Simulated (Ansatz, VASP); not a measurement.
**Fe3PO7 (Grattarolaite): VASP beside Ansatz**

Aim: how closely do two programs agree when they are given the same cell, functional and k mesh? The cell is taken from a series of VASP runs on this material, whose earlier steps may have relaxed, scaled or displaced it; both programs get it as it stands. Other levels of theory on this material are compared in a session of their own.

Main program and level: Ansatz 0.2.0; plane waves, with VASP 6.6.1 beside it; band structure at PBEsol, DFT+U.

In doubt: warnings of the run leave room for a lower electronic state, so energies may not be the lowest and differences between runs may mislead.

### Step 1. Set-up

Symmetry: R3m, No. 160, trigonal system. Conventional cell: a = 8.026 Å, b = 8.026 Å, c = 6.885 Å, α = 90.00°, β = 90.00°, γ = 120.00°. Nearest to Fe lie 5 O at 1.90 to 2.19 Å. Nearest to P lie 4 O at 1.53 to 1.59 Å. O has 1 P at 1.59 Å and 3 Fe at 2.19 Å nearest. Nearest to O lie 3 Fe at 1.91 to 1.92 Å. Nearest to O lie 1 P at 1.53 Å and 1 Fe at 1.90 Å. Farther neighbours and most contacts between anions are not listed.

Coordinates:

```xyz
11
Lattice="4.0131 2.3170 2.2950 -4.0131 2.3170 2.2950 0.0000 -4.6340 2.2950" Properties=species:S:1:pos:R:3 pbc="T T T"
Fe    1.5628   -0.9023    2.8223
Fe    0.0000    1.8045    2.8223
Fe   -1.5628   -0.9023    2.8223
P     0.0000    0.0000    0.0006
O     0.0000    0.0000    1.5874
O    -1.5231    0.8794    3.5411
O     0.0000   -1.7587    3.5411
O     1.5231    0.8794    3.5411
O     2.7434   -1.5839    4.1513
O     0.0000    3.1678    4.1513
O    -2.7434   -1.5839    4.1513
```

### Step 2. VASP: band structure, PBEsol, DFT+U

With cell and atoms fixed, the geometry can't cause a difference; cores, projectors, grids and the points listed under the comparison can.

Lines of VASP's logs that name or quote its potential files are left out, and so is its time.

The input, INCAR:

```
SYSTEM = Fe3PO7
PREC = Accurate
ENCUT = 520
EDIFF = 1E-06
NELM = 100
ISMEAR = 0
SIGMA = 0.05
LREAL = .FALSE.
ALGO = Normal
GGA = PS
NBANDS = 76
ISPIN = 2
MAGMOM = 4.325 4.325 4.325 0.031 0.158 0.359 0.359 0.359 0.122 0.122 0.122
LDAU = .TRUE.
LDAUTYPE = 2
LDAUL = 2 -1 -1
LDAUU = 4 0 0
LDAUJ = 0 0 0
LDAUPRINT = 1
LASPH = .TRUE.
LMAXMIX = 4
LORBIT = 11
LWAVE = .FALSE.
LCHARG = .FALSE.
KPAR = 8
```

The input, POSCAR:

```
Fe3PO7
1.0
    4.0131358779      2.3169850794      2.2950053484
   -4.0131358779      2.3169850794      2.2950053484
    0.0000000000     -4.6339701588      2.2950053484
Fe P O
3 1 7
Direct
    0.5397198143      0.1503095739      0.5397198143
    0.5397198143      0.5397198143      0.1503095739
    0.1503095739      0.5397198143      0.5397198143
    0.0000821785      0.0000821785      0.0000821785
    0.2305545627      0.2305545627      0.2305545627
    0.3878148672      0.7673479303      0.3878148672
    0.3878148672      0.3878148672      0.7673479303
    0.7673479303      0.3878148672      0.3878148672
    0.8308162105      0.1472039706      0.8308162105
    0.8308162105      0.8308162105      0.1472039706
    0.1472039706      0.8308162105      0.8308162105
```

The input, KPOINTS:

```
Automatic mesh
0
Gamma
5 5 5
0 0 0
```

The input, KPOINTS_OPT:

```
Line mode
12
Line-mode
Reciprocal
  0.00000000   0.00000000   0.00000000 GAMMA
  0.41509311  -0.58490689   0.41509311 P

  0.41509311  -0.58490689   0.41509311 P
  0.50000000  -0.50000000   0.50000000 Z

  0.50000000  -0.50000000   0.50000000 Z
  0.33018622   0.33018622   0.33018622 Q

  0.33018622   0.33018622   0.33018622 Q
  0.00000000   0.00000000   0.00000000 GAMMA

  0.00000000   0.00000000   0.00000000 GAMMA
  0.50000000  -0.50000000   0.00000000 F

  0.50000000  -0.50000000   0.00000000 F
  0.58490689  -0.41509311  -0.41509311 P1

  0.58490689  -0.41509311  -0.41509311 P1
  0.66981378  -0.33018622  -0.33018622 Q1

  0.66981378  -0.33018622  -0.33018622 Q1
  0.50000000   0.00000000   0.00000000 L

  0.50000000   0.00000000   0.00000000 L
  0.50000000  -0.50000000   0.50000000 Z
```

Potentials, in the order of the species: Fe, P and O (PBE family, release 64).

On the command line:

```bash
$ mpirun -np 8 vasp_std
```

Numbers of over 12 decimals in the logs are rounded to 6 here.

What it wrote:

```text
[banner, memory and clock lines left out]
running    8 mpi-ranks, on    1 nodes
 distrk:  each k-point on    1 cores,    8 groups
 distr:  one band on    1 cores,    1 groups

 POSCAR found type information on POSCAR FeP O
 POSCAR found :  3 types and      11 ions
|                                                                             |
|           W    W    AA    RRRRR   N    N  II  N    N   GGGG   !!!           |
|           W    W   A  A   R    R  NN   N  II  NN   N  G    G  !!!           |
|           W    W  A    A  R    R  N N  N  II  N N  N  G       !!!           |
|           W WW W  AAAAAA  RRRRR   N  N N  II  N  N N  G  GGG   !            |
|           WW  WW  A    A  R   R   N   NN  II  N   NN  G    G                |
|           W    W  A    A  R    R  N    N  II  N    N   GGGG   !!!           |
|                                                                             |
|     For optimal performance we recommend to set                             |
|       NCORE = 2 up to number-of-cores-per-socket                            |
|     NCORE specifies how many cores store one orbital (NPAR=cpu/NCORE).      |
|     This setting can greatly improve the performance of VASP for DFT.       |
|     The default, NCORE=1 might be grossly inefficient on modern             |
|     multi-core architectures or massively parallel machines. Do your        |
|     Unfortunately you need to use the default for GW and RPA                |
|     calculations (for HF NCORE is supported but not extensively tested      |
|     yet).                                                                   |
|                                                                             |

|                                                                             |
|               ----> ADVICE to this user running VASP <----                  |
|                                                                             |
|     You enforced a specific xc type in the INCAR file but a different       |
|     [... a line on the potential file left out ...]
|     I HOPE YOU KNOW WHAT YOU ARE DOING!                                     |
|                                                                             |

 LDA part: xc-table for (Slater+PW92), standard interpolation
 POSCAR, INCAR and KPOINTS ok, starting setup
 FFT: planning ... GRIDC
 FFT: planning ... GRID_SOFT
 FFT: planning ... GRID
 WAVECAR not read
 entering main loop
       N       E                     dE             d eps       ncg     rms          rms(c)
DAV:   1     0.777390759942E+03    0.77739E+03   -0.29136E+04  5776   0.100E+03
DAV:   2     0.170281208484E+02   -0.76036E+03   -0.65586E+03  5976   0.301E+02
DAV:   3    -0.980260371918E+02   -0.11505E+03   -0.10809E+03  6396   0.128E+02
DAV:   4    -0.102271378939E+03   -0.42453E+01   -0.42135E+01  6768   0.266E+01
DAV:   5    -0.102333389940E+03   -0.62011E-01   -0.61988E-01  6528   0.335E+00    0.490E+01
DAV:   6    -0.802036832538E+02    0.22130E+02   -0.50803E+01  8420   0.770E+01    0.678E+01
DAV:   7    -0.810064231111E+02   -0.80274E+00   -0.10720E+01  7048   0.227E+01    0.336E+01
DAV:   8    -0.807176104552E+02    0.28881E+00   -0.11961E+00  8692   0.741E+00    0.213E+01
DAV:   9    -0.805821765680E+02    0.13543E+00   -0.22007E-01  8212   0.686E+00    0.610E+00
DAV:  10    -0.806131264336E+02   -0.30950E-01   -0.71875E-02  6420   0.355E+00    0.752E-01
DAV:  11    -0.806100484212E+02    0.30780E-02   -0.16223E-02  8100   0.140E+00    0.340E-01
DAV:  12    -0.806104463453E+02   -0.39792E-03   -0.48541E-03  6636   0.277E-01    0.154E-01
DAV:  13    -0.806105910806E+02   -0.14474E-03   -0.30684E-04  6916   0.896E-02    0.848E-02
DAV:  14    -0.806106404362E+02   -0.49356E-04   -0.43964E-05  6732   0.502E-02    0.480E-02
DAV:  15    -0.806106601142E+02   -0.19678E-04   -0.20704E-05  7348   0.413E-02    0.137E-02
DAV:  16    -0.806106617551E+02   -0.16410E-05   -0.64337E-06  6800   0.188E-02    0.911E-03
DAV:  17    -0.806106615154E+02    0.23975E-06   -0.14593E-06  5584   0.105E-02
   1 F= -.80610662E+02 E0= -.80610662E+02  d E =-.463909E-23  mag=    15.0000
 Start KPOINTS_OPT (optional k-point list driver)
k-point batch [1-19\108]
       N       E                     dE             ncg
DAV:   1     0.852026963591E+04   -0.19463E+05     5776
DAV:   2    -0.401368874063E+04   -0.12534E+05     5888
DAV:   3    -0.585621963871E+04   -0.18425E+04     6468
DAV:   4    -0.593392980102E+04   -0.77710E+02     6692
DAV:   5    -0.593481986603E+04   -0.89007E+00     6504
DAV:   6    -0.593483974883E+04   -0.19883E-01     6724
DAV:   7    -0.593484045471E+04   -0.70588E-03     6688
DAV:   8    -0.593484048619E+04   -0.31482E-04     6224
DAV:   9    -0.593484048775E+04   -0.15578E-05     4996
DAV:  10    -0.593484048790E+04   -0.14968E-06     3884
[...]
k-point batch [96-108\108]
       N       E                     dE             ncg
DAV:   1     0.149910239069E+05   -0.16542E+05     3952
DAV:   2     0.637606416009E+04   -0.86150E+04     4032
DAV:   3     0.511722821759E+04   -0.12588E+04     4396
DAV:   4     0.506411245735E+04   -0.53116E+02     4608
DAV:   5     0.506350716379E+04   -0.60529E+00     4436
DAV:   6     0.506349359400E+04   -0.13570E-01     4580
DAV:   7     0.506349311264E+04   -0.48136E-03     4524
DAV:   8     0.506349309114E+04   -0.21507E-04     4264
DAV:   9     0.506349309005E+04   -0.10891E-05     3404
DAV:  10     0.506349308994E+04   -0.10453E-06     2752
```

Parts of OUTCAR (step 2):

```text
ion  position               nearest neighbor table
   1  0.540  0.150  0.540-   9 1.90   6 1.91   8 1.92   7 1.92   5 2.19
   2  0.540  0.540  0.150-  10 1.90   7 1.91   8 1.92   6 1.92   5 2.19
   3  0.150  0.540  0.540-  11 1.90   8 1.91   6 1.92   7 1.92   5 2.19
   4  0.000  0.000  0.000-  10 1.53   9 1.53  11 1.53   5 1.59
   5  0.231  0.231  0.231-   4 1.59   2 2.19   3 2.19   1 2.19
   6  0.388  0.767  0.388-   1 1.91   3 1.92   2 1.92
   7  0.388  0.388  0.767-   2 1.91   1 1.92   3 1.92
   8  0.767  0.388  0.388-   3 1.91   1 1.92   2 1.92
   9  0.831  0.147  0.831-   4 1.53   1 1.90
  10  0.831  0.831  0.147-   4 1.53   2 1.90
  11  0.147  0.831  0.831-   4 1.53   3 1.90

  LATTYP: Found a trigonal (rhomboedric) cell.
 ALAT       =     5.1711438756
 COS(alpha) =    -0.2045490297

 Subroutine GETGRP returns: Found  6 space group operations
 (whereof  6 operations were pure point group operations)

The static configuration has the point symmetry C_3v.

 Found     19 irreducible k-points:

   k-points           NKPTS =     19   k-points in BZ     NKDIM =     19   number of bands    NBANDS=     76

   dimension x,y,z NGX =    40 NGY =   40 NGZ =   40
   dimension x,y,z NGXF=    80 NGYF=   80 NGZF=   80

   ENCUT  =  520.0 eV  38.22 Ry    6.18 a.u.   9.61  9.61  9.61*2*pi/ulx,y,z

   NELECT =      71.0000    total number of electrons

 k-points in reciprocal lattice and weights: Automatic mesh
   0.00000000  0.00000000  0.00000000       0.008
   0.20000000  0.00000000  0.00000000       0.048
   0.40000000  0.00000000  0.00000000       0.048
   0.20000000  0.20000000  0.00000000       0.048
   0.40000000  0.20000000 -0.00000000       0.096
  -0.40000000  0.20000000 -0.00000000       0.096
  -0.20000000  0.20000000  0.00000000       0.048
   0.40000000  0.40000000  0.00000000       0.048
  -0.40000000  0.40000000  0.00000000       0.048
[...]
0.40000000  0.40000000  0.40000000       0.016
  -0.40000000  0.40000000  0.40000000       0.048

atom =   1  type =  1  l = 2

 onsite density matrix

spin component  1

  1.0028 -0.0002 -0.0105 -0.0199  0.0013
 -0.0002  1.0086  0.0012 -0.0224 -0.0202
 -0.0105  0.0012  0.9963 -0.0021  0.0060
 -0.0199 -0.0224 -0.0021  1.0345 -0.0002
  0.0013 -0.0202  0.0060 -0.0002  1.0043

spin component  2

  0.1520 -0.0183 -0.0358 -0.0382  0.0049
 -0.0183  0.1545  0.0087 -0.0496 -0.0593
 -0.0358  0.0087  0.1324 -0.0151  0.0207
 -0.0382 -0.0496 -0.0151  0.2118 -0.0183
  0.0049 -0.0593  0.0207 -0.0183  0.1577

 occupancies and eigenvectors

  o =  0.0711  v =  0.0000  0.0000  0.0000  0.0000  0.0000  0.3081  0.6821  0.0000  0.3938  0.5336      0.0000  0.0000  0.0000  0.0000  0.0000  0.0000  0.0000  0.0000  0.0000  0.0000
  o =  0.0920  v =  0.0000  0.0000  0.0000  0.0000  0.0000 -0.5520  0.1029 -0.7426 -0.1782  0.3187      0.0000  0.0000  0.0000  0.0000  0.0000  0.0000  0.0000  0.0000  0.0000  0.0000
  o =  0.1815  v =  0.0000  0.0000  0.0000  0.0000  0.0000 -0.6328  0.0723  0.6672 -0.1253  0.3653      0.0000  0.0000  0.0000  0.0000  0.0000  0.0000  0.0000  0.0000  0.0000  0.0000
  o =  0.2152  v =  0.0000  0.0000  0.0000  0.0000  0.0000 -0.3938  0.5336  0.0000  0.3081 -0.6821      0.0000  0.0000  0.0000  0.0000  0.0000  0.0000  0.0000  0.0000  0.0000  0.0000
  o =  0.2485  v =  0.0000  0.0000  0.0000  0.0000  0.0000  0.2120  0.4839  0.0582 -0.8382 -0.1224      0.0000  0.0000  0.0000  0.0000  0.0000  0.0000  0.0000  0.0000  0.0000  0.0000
  o =  0.9795  v = -0.3109 -0.6782 -0.0000 -0.3916 -0.5385  0.0000  0.0000  0.0000  0.0000  0.0000      0.0000  0.0000  0.0000  0.0000  0.0000  0.0000  0.0000  0.0000  0.0000  0.0000
  o =  0.9833  v = -0.5982  0.1195 -0.6825 -0.2069  0.3454  0.0000  0.0000  0.0000  0.0000  0.0000      0.0000  0.0000  0.0000  0.0000  0.0000  0.0000  0.0000  0.0000  0.0000  0.0000
  o =  1.0076  v =  0.5441 -0.1346 -0.7300  0.2331 -0.3141  0.0000  0.0000  0.0000  0.0000  0.0000      0.0000  0.0000  0.0000  0.0000  0.0000  0.0000  0.0000  0.0000  0.0000  0.0000
  o =  1.0212  v =  0.3916 -0.5385 -0.0000 -0.3109  0.6782  0.0000  0.0000  0.0000  0.0000  0.0000      0.0000  0.0000  0.0000  0.0000  0.0000  0.0000  0.0000  0.0000  0.0000  0.0000
  o =  1.0550  v = -0.3101 -0.4665  0.0358  0.8080  0.1790  0.0000  0.0000  0.0000  0.0000  0.0000      0.0000  0.0000  0.0000  0.0000  0.0000  0.0000  0.0000  0.0000  0.0000  0.0000

atom =   2  type =  1  l = 2

 onsite density matrix

spin component  1

  1.0050 -0.0000 -0.0000 -0.0203  0.0000
 -0.0000  1.0474 -0.0024  0.0000 -0.0198
 -0.0000 -0.0024  0.9963  0.0000 -0.0121
 -0.0203  0.0000  0.0000  0.9956  0.0000
[...]
o =  0.9833  v = -0.5982 -0.1195  0.6825 -0.2069 -0.3454  0.0000  0.0000  0.0000  0.0000  0.0000      0.0000  0.0000  0.0000  0.0000  0.0000  0.0000  0.0000  0.0000  0.0000  0.0000
  o =  1.0076  v =  0.5441  0.1346  0.7300  0.2331  0.3141  0.0000  0.0000  0.0000  0.0000  0.0000      0.0000  0.0000  0.0000  0.0000  0.0000  0.0000  0.0000  0.0000  0.0000  0.0000
  o =  1.0212  v =  0.3916  0.5385  0.0000 -0.3109 -0.6782  0.0000  0.0000  0.0000  0.0000  0.0000      0.0000  0.0000  0.0000  0.0000  0.0000  0.0000  0.0000  0.0000  0.0000  0.0000
  o =  1.0550  v = -0.3101  0.4665 -0.0358  0.8080 -0.1790  0.0000  0.0000  0.0000  0.0000  0.0000      0.0000  0.0000  0.0000  0.0000  0.0000  0.0000  0.0000  0.0000  0.0000  0.0000

 average (electrostatic) potential at core
       1 -48.5392       2 -48.5392       3 -48.5392       4 -87.1275       5 -72.7008
       6 -71.6313       7 -71.6313       8 -71.6313       9 -72.1354      10 -72.1354
      11 -72.1354

 E-fermi :   2.2995

 spin component 1
 k-point     1 :       0.0000    0.0000    0.0000
  band No.  band energies     occupation
    ...
     39       1.1420      1.00000
     40       1.5720      1.00000
     41       1.6588      1.00000
     42       1.9200      1.00000
     43       1.9200      1.00000
     44       6.5043      0.00000
     45      10.6091      0.00000
     46      10.8180      0.00000
     47      10.8180      0.00000
     48      12.1518      0.00000
    ...

 k-point     2 :       0.2000    0.0000    0.0000
  band No.  band energies     occupation
    ...
     39       1.4269      1.00000
     40       1.4874      1.00000
     41       1.5120      1.00000
     42       1.8524      1.00000
     43       1.8674      1.00000
     44       7.0376      0.00000
     45      10.3770      0.00000
     46      10.8576      0.00000
     47      10.9608      0.00000
     48      11.9556      0.00000
    ...

 k-point     3 :       0.4000    0.0000    0.0000
  band No.  band energies     occupation
    ...
     39       1.2867      1.00000
     40       1.5158      1.00000
     41       1.5575      1.00000
     42       1.8879      1.00000
     43       1.9588      1.00000
     44       8.2327      0.00000
     45       9.5220      0.00000
     46      10.9127      0.00000
     47      11.2752      0.00000
     48      11.6920      0.00000
    ...

 k-point     4 :       0.2000    0.2000    0.0000
  band No.  band energies     occupation
    ...
     39       1.4963      1.00000
     40       1.5792      1.00000
     41       1.6300      1.00000
     42       1.8608      1.00000
     43       1.8886      1.00000
     44       7.6988      0.00000
     45      10.3151      0.00000
     46      10.5645      0.00000
     47      10.9160      0.00000
     48      11.6708      0.00000
    ...

 k-point     5 :       0.4000    0.2000   -0.0000
  band No.  band energies     occupation
    ...
     39       1.3622      1.00000
     40       1.5259      1.00000
     41       1.6398      1.00000
     42       1.8468      1.00000
     43       1.9177      1.00000
     44       8.8291      0.00000
     45       9.4347      0.00000
     46      10.6973      0.00000
     47      10.9793      0.00000
     48      11.3794      0.00000
    ...

 k-point     6 :      -0.4000    0.2000   -0.0000
  band No.  band energies     occupation
    ...
     39       1.1559      1.00000
     40       1.4272      1.00000
     41       1.5635      1.00000
     42       1.7081      1.00000
     43       1.8242      1.00000
     44       8.2110      0.00000
     45       9.9161      0.00000
     46      10.9602      0.00000
     47      11.3037      0.00000
     48      11.4294      0.00000
    ...

  Total        0.0416771      0.0416771      0.0134018      0.0000000      0.0000000      0.0000000
  in kB        0.5215144      0.5215144      0.1676997      0.0000000      0.0000000      0.0000000
  external PRESSURE =       0.4035762 kB  Pullay stress =       0.0000000 kB

  energy-cutoff  :      520.00
  volume of cell :      128.04
      direct lattice vectors                 reciprocal lattice vectors
     4.013135878  2.316985079  2.295005348     0.124590847  0.071932559  0.145242944
    -4.013135878  2.316985079  2.295005348    -0.124590847  0.071932559  0.145242944
     0.000000000 -4.633970159  2.295005348     0.000000000 -0.143865119  0.145242944

 POSITION                                       TOTAL-FORCE (eV/Angst)
 -----------------------------------------------------------------------------------
      1.56276     -0.90226      2.82228         0.005706     -0.003294      0.007614
      0.00000      1.80452      2.82228         0.000000      0.006589      0.007614
     -1.56276     -0.90226      2.82228        -0.005706     -0.003294      0.007614
      0.00000      0.00000      0.00057         0.000000     -0.000000      0.004002
      0.00000      0.00000      1.58737         0.000000     -0.000000      0.008335
     -1.52312      0.87937      3.54114        -0.002931      0.001692     -0.009509
      0.00000     -1.75874      3.54114         0.000000     -0.003384     -0.009509
      1.52312      0.87937      3.54114         0.002931      0.001692     -0.009509
      2.74343     -1.58392      4.15129        -0.006616      0.003820     -0.002218
      0.00000      3.16784      4.15129         0.000000     -0.007640     -0.002218
     -2.74343     -1.58392      4.15129         0.006616      0.003820     -0.002218
 -----------------------------------------------------------------------------------
    total drift:                                0.000000      0.000000      0.000628

  FREE ENERGIE OF THE ION-ELECTRON SYSTEM (eV)
  ---------------------------------------------------
  free  energy   TOTEN  =       -80.6106615154 eV

  energy  without entropy=      -80.6106615154  energy(sigma->0) =      -80.61066152

 total charge
# of ion       s       p       d       tot
------------------------------------------
    1        0.399   0.573   5.827   6.799
    2        0.399   0.573   5.827   6.799
    3        0.399   0.573   5.827   6.799
    4        0.906   1.505   0.000   2.411
    5        1.557   3.571   0.000   5.128
    6        1.552   3.482   0.000   5.034
    7        1.552   3.482   0.000   5.034
    8        1.552   3.482   0.000   5.034
    9        1.558   3.597   0.000   5.155
   10        1.558   3.597   0.000   5.155
   11        1.558   3.597   0.000   5.155
--------------------------------------------------
tot         12.990  28.032  17.480  58.503

 magnetization (x)
# of ion       s       p       d       tot
------------------------------------------
    1        0.027   0.065   4.232   4.325
    2        0.027   0.065   4.232   4.325
    3        0.027   0.065   4.232   4.325
    4        0.009   0.022   0.000   0.031
    5        0.016   0.142   0.000   0.158
    6        0.017   0.342   0.000   0.359
    7        0.017   0.342   0.000   0.359
    8        0.017   0.342   0.000   0.359
    9        0.011   0.111   0.000   0.122
   10        0.011   0.111   0.000   0.122
   11        0.011   0.111   0.000   0.122
--------------------------------------------------
tot          0.189   1.719  12.697  14.605

[... 6 further parts left out ...]
```

Direct gaps are counted within one spin. The valence top and the conduction bottom belong to opposite spins.

[end of part 1 of 2]

[Lines on the potential files, build, host, timing and source positions are cut from VASP's logs without a mark.]

[Logs are printed without paths, hosts, clocks, repeated set-up lines and the standing remarks that a program may print on its own settings, such as how far it seeks lower states.]

[Hosts, paths, dates, database ids (printed as entryN), source tags and the programs' standing remarks are cut or masked in the printed files.]
